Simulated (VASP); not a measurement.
# GeSb2Te4 under changes of volume

One of the cells (29.911 Å³/atom); the others are scaled copies at fixed shape and fractional positions:

```
Te Sb Ge
1.0
     2.14480    1.23830   13.13926
    -2.14480    1.23830   13.13926
     0.00000   -2.47660   13.13926
Te Sb Ge
4 2 1
Direct
  0.70897 0.70897 0.70897
  0.29103 0.29103 0.29103
  0.56968 0.56968 0.56968
  0.43032 0.43032 0.43032
  0.85941 0.85941 0.85941
  0.14059 0.14059 0.14059
  0.00000 0.00000 0.00000
```

The cell is a database's computed one.

- Program: VASP 6.6.1
- Functional: PBEsol
- Potentials or basis: VASP PAW PBE potentials, release 64 (Te, Sb, Ge_d)
- Cutoff: 520 eV
- k mesh: 7 × 7 × 7
- Occupations: fermi-dirac, width 0.05 eV
- Spin: no spin polarisation

| volume (Å³/atom) | energy over the lowest point (meV/atom) | pressure (GPa) | largest force (eV/Å) |
| --- | --- | --- | --- |
| 28.690 | 0.51 | 0.8 | 0.305 |
| 29.301 | 0.00 | -0.5 | 0.208 |
| 29.911 | 3.96 | -1.6 | 0.120 |
| 31.132 | 23.34 | -3.5 | 0.103 |
| 31.743 | ? | ? | ? |

Problem. What does the run at 31.743 Å³/atom give?

Solution. Energy over the lowest point 37.94 meV/atom; pressure -4.2 GPa; largest force 0.106 eV/Å.

Worked out: A Birch-Murnaghan fit of order 2 (a polynomial in V^(-2/3)) to the other rows has its minimum at 29.06 Å³/atom with B0 = V·E''(V) = 57 GPa at fixed shape and positions, which overstates the stiffness. It gives 38.07 meV/atom at 31.743 Å³/atom, against the run's 37.94, and -dE/dV = -4.3 GPa, against -4.2.

Energies are extrapolated to zero smearing.

Caveats: the PAW data sets were made with another functional, which shifts forces and pressure a little.
